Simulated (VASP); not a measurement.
Input:

```
CELL_PARAMETERS angstrom
      3.57262     0.00000     0.00000
     -1.78631     3.09398     0.00000
      0.00000     0.00000    14.28190
ATOMIC_POSITIONS crystal
  Te 0.66667 0.33333 0.37900
  Te 0.33333 0.66667 0.87900
  Te 0.33333 0.66667 0.62100
  Te 0.66667 0.33333 0.12100
  Mo 0.66667 0.33333 0.75000
  Mo 0.33333 0.66667 0.25000
```

Method: optB88-vdW, VASP's PBE PAW potentials (set 64) (plane waves; VASP). Settings: PREC = Normal, EDIFF = 1E-5, 400 eV cut-off, 10×10×2 Γ-centred mesh, Gaussian smearing of 0.050 eV, potentials Te Mo_sv.

Task: The ions are relaxed. Give the cell that the relaxation ends in.

Result: 
```
CELL_PARAMETERS angstrom
      3.57262     0.00000     0.00000
     -1.78631     3.09398     0.00000
      0.00000     0.00000    14.28190
ATOMIC_POSITIONS crystal
  Te 0.66667 0.33333 0.37707
  Te 0.33333 0.66667 0.87707
  Te 0.33333 0.66667 0.62293
  Te 0.66667 0.33333 0.12293
  Mo 0.66667 0.33333 0.75000
  Mo 0.33333 0.66667 0.25000
```
Space group P6_3/mmc (194), at a tolerance of 0.03 Å.

Task: How much energy does the relaxation gain?

Result: The energy (σ→0) changes by -3.5 meV/atom, in 3 ionic steps.

The compound is MoTe2 in the 2H layered structure. This run relaxes the ions in a fixed cell. Symmetry was kept, so distortions that lower it aren't found.
